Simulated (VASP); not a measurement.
All values below come from PBE GGA with spin-orbit coupling, VASP's PBE PAW potentials (set 64) (plane waves; VASP).

VASP ran on this input.

**KPOINTS**
```
Automatic mesh
0
Gamma
13 13 13
0 0 0
```

KPOINTS_OPT:
```
k-points along high-symmetry lines
8
Line-mode
Reciprocal
  0.000000   0.000000   0.000000 ! GAMMA
  0.500000   0.000000   0.500000 ! X

  0.500000   0.000000   0.500000 ! X
  0.625000   0.250000   0.625000 ! U

  0.375000   0.375000   0.750000 ! K
  0.000000   0.000000   0.000000 ! GAMMA

  0.000000   0.000000   0.000000 ! GAMMA
  0.500000   0.500000   0.500000 ! L

  0.500000   0.500000   0.500000 ! L
  0.500000   0.250000   0.750000 ! W

  0.500000   0.250000   0.750000 ! W
  0.500000   0.000000   0.500000 ! X
```

POSCAR:
```
HfN
1.0
  0.0000000000   2.2671672367   2.2671672367
  2.2671672367   0.0000000000   2.2671672367
  2.2671672367   2.2671672367   0.0000000000
Hf N
1 1
Cartesian
  0.0000000000   0.0000000000   0.0000000000
  2.2671672367   2.2671672367   2.2671672367
```

### INCAR
```
ENCUT=520   ! plane-wave cut-off (eV)
EDIFF=1E-6
LREAL=.FALSE.   ! projection in real space or not
LASPH=.TRUE.   ! aspherical one-centre terms
LCHARG=.FALSE.
ISMEAR=0   ! Gaussian
SYSTEM=HfN
GGA=PE
PREC=Accurate
LWAVE=.FALSE.
SIGMA=0.05   ! width (eV)
LMAXMIX=6   ! l cut-off of mixed one-centre charges
ALGO=Normal   ! blocked Davidson
GGA_COMPAT=.FALSE.
NELM=100   ! most electronic steps
LSORBIT=.TRUE.
MAGMOM=6*0
```

POTCAR, in this order: Hf_pv N (PBE.64 set). Program: vasp_ncl.

The resulting files:

OSZICAR:
```
       N       E                     dE             d eps       ncg     rms          rms(c)
DAV:   1     0.599846107433E+02    0.59985E+02   -0.82819E+03  3712   0.135E+03
DAV:   2    -0.221156623982E+02   -0.82100E+02   -0.78124E+02  4888   0.328E+02
DAV:   3    -0.254028278709E+02   -0.32872E+01   -0.32575E+01  4768   0.530E+01
DAV:   4    -0.254337918502E+02   -0.30964E-01   -0.30862E-01  4406   0.542E+00
DAV:   5    -0.254342988861E+02   -0.50704E-03   -0.50652E-03  4726   0.506E-01    0.539E+01
DAV:   6    -0.224804607992E+02    0.29538E+01   -0.15524E+01  4328   0.286E+01    0.429E+01
DAV:   7    -0.224300471789E+02    0.50414E-01   -0.84913E-01  4272   0.803E+00    0.279E+01
DAV:   8    -0.224216935234E+02    0.83537E-02   -0.15207E-01  4288   0.341E+00    0.983E+00
DAV:   9    -0.224096766475E+02    0.12017E-01   -0.32769E-02  4496   0.125E+00    0.203E+00
DAV:  10    -0.224082872763E+02    0.13894E-02   -0.10425E-02  4448   0.780E-01    0.102E+00
DAV:  11    -0.224080813954E+02    0.20588E-03   -0.12190E-03  4398   0.294E-01    0.103E-01
DAV:  12    -0.224080890844E+02   -0.76890E-05   -0.50896E-05  4354   0.761E-02    0.451E-02
DAV:  13    -0.224080859992E+02    0.30852E-05   -0.11803E-05  4448   0.289E-02    0.211E-02
DAV:  14    -0.224080858175E+02    0.18177E-06   -0.12724E-06  3046   0.107E-02
   1 F= -.22408086E+02 E0= -.22407571E+02  d E =-.102906E-02  mag=     0.0000    -0.0000     0.0000
       N       E                     dE             ncg
```

OUTCAR:
```
------------------------ aborting loop because EDIFF is reached ----------------------------------------
  FORCE on cell =-STRESS in cart. coord.  units (eV):
  Direction    XX          YY          ZZ          XY          YZ          ZX
  --------------------------------------------------------------------------------------
  Total        0.0291242      0.0291242      0.0291242      0.0000000     -0.0000000      0.0000000
  in kB        2.0020942      2.0020942      2.0020942      0.0000000     -0.0000000      0.0000000
  external PRESSURE =       2.0020942 kB  Pullay stress =       0.0000000 kB
  volume of cell :       23.31
      direct lattice vectors                 reciprocal lattice vectors
     0.000000000  2.267167237  2.267167237    -0.220539531  0.220539531  0.220539531
     2.267167237  0.000000000  2.267167237     0.220539531 -0.220539531  0.220539531
     2.267167237  2.267167237  0.000000000     0.220539531  0.220539531 -0.220539531
 POSITION                                       TOTAL-FORCE (eV/Angst)
 -----------------------------------------------------------------------------------
      0.00000      0.00000      0.00000        -0.000000      0.000000     -0.000000
      2.26717      2.26717      2.26717         0.000000      0.000000      0.000000
 -----------------------------------------------------------------------------------
    total drift:                               -0.000000     -0.000000     -0.000000
  FREE ENERGIE OF THE ION-ELECTRON SYSTEM (eV)
  ---------------------------------------------------
  free  energy   TOTEN  =       -22.4080858175 eV

  energy  without entropy=      -22.4070567549  energy(sigma->0) =      -22.40757129

 Ion:    1  E_soc:     -1.2911175

 Ion:    2  E_soc:     -0.0004001
```
(Selected blocks of OUTCAR.)

File OUTCAR:
```
 val. band max:        8.2947256964   @ k =   0.0769   0.0000   0.0000

 cond. band min:       8.3574936532   @ k =   0.0769   0.0769   0.0000


 Fermi energy:         8.3504838422

 k-point     1 :       0.0000    0.0000    0.0000
  band No.  band energies     occupation
      1     -27.7439      1.00000
      2     -27.7439      1.00000
      3     -20.6764      1.00000
      4     -20.6764      1.00000
      5     -20.6764      1.00000
      6     -20.6764      1.00000
      7      -9.1587      1.00000
      8      -9.1587      1.00000
      9       5.1653      1.00000
     10       5.1653      1.00000
     11       5.3321      1.00000
     12       5.3321      1.00000
     13       5.3321      1.00000
     14       5.3321      1.00000
     15       7.8201      1.00000
     16       7.8201      1.00000
     17       7.8201      1.00000
     18       7.8201      1.00000
     19       8.1189      1.00000
     20       8.1189      1.00000
     21       9.9802      0.00000
     22       9.9802      0.00000

 k-point     2 :       0.0769    0.0000    0.0000
  band No.  band energies     occupation
      1     -27.7574      1.00000
      2     -27.7574      1.00000
      3     -20.7294      1.00000
      4     -20.7294      1.00000
      5     -20.6822      1.00000
      6     -20.6822      1.00000
      7      -9.0219      1.00000
      8      -9.0219      1.00000
      9       4.6720      1.00000
     10       4.6720      1.00000
     11       4.9152      1.00000
     12       4.9152      1.00000
     13       4.9739      1.00000
     14       4.9739      1.00000
     15       7.9817      1.00000
     16       7.9817      1.00000
     17       8.0394      1.00000
     18       8.0394      1.00000
     19       8.2947      0.94261
     20       8.2947      0.94261
     21      10.4176      0.00000
     22      10.4176      0.00000

 k-point     3 :       0.1538    0.0000    0.0000
  band No.  band energies     occupation
      1     -27.7949      1.00000
...
```

The compound is HfN in the rock salt structure. It was relaxed first.
